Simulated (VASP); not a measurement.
The system is Zn2Ga2O3.

```xyz
7
Lattice="4.4700 0.0000 0.0000 0.0000 4.4700 0.0000 0.0000 0.0000 4.4700" Properties=species:S:1:pos:R:3 pbc="T T T"
Zn    0.0000    2.2350    2.2350
Zn    2.2350    0.0000    2.2350
Ga    0.0000    0.0000    0.0000
Ga    2.2350    2.2350    0.0000
O     0.0000    2.2350    0.0000
O     2.2350    2.2350    2.2350
O     2.2350    0.0000    0.0000
```

The cell was built by a generator and needn't be a form met in nature.

```yaml
Program: VASP 6.6.1
Task: relaxation of cell and atoms
Functional: PBE
Potentials_or_basis: VASP PAW PBE potentials, release 64 (Zn, Ga_d, O)
Cutoff: 520 eV
k_mesh: 3 × 3 × 3
Occupations: gaussian, width 0.15 eV
Spin: no spin polarisation
```

At the start: pressure -1.2 GPa; volume 12.76 Å³/atom.

Task: Where does the relaxation end?

Result: Over 8 steps the energy falls by 13.7 meV/atom and the volume is 12.99 Å³/atom (+1.8 %); space group P4/mmm (No. 123, to 0.05 Å).

The path:
| step | energy change (eV) | largest force (eV/Å) | pressure (GPa) | volume (Å³) |
| --- | --- | --- | --- | --- |
| 1 | 0.0000 | 0.0000 | -1.19 | 89.31 |
| 2 | -0.0254 | 0.0000 | 0.74 | 88.09 |
| 3 | -0.0314 | 0.0000 | 1.14 | 87.60 |
| 4 | -0.0353 | 0.0000 | 2.63 | 86.63 |
| 5 | -0.0466 | 0.0000 | 2.08 | 86.76 |
| 6 | -0.0673 | 0.0000 | 2.45 | 87.12 |
| 7 | -0.0618 | 0.0000 | 3.67 | 87.64 |
| 8 | -0.0957 | 0.0000 | -0.08 | 90.96 |

Final structure:
```
Zn Ga O
1.0
     4.74462    0.00000    0.00000
     0.00000    4.74462    0.00000
     0.00000    0.00000    4.04080
Zn Ga O
2 2 3
Direct
  0.00000 0.50000 0.50000
  0.50000 0.00000 0.50000
  0.00000 0.00000 0.00000
  0.50000 0.50000 0.00000
  0.00000 0.50000 0.00000
  0.50000 0.50000 0.50000
  0.50000 0.00000 0.00000
```

Caveat: the k mesh is coarse (spacing up to 0.47 Å⁻¹), so the values aren't converged.
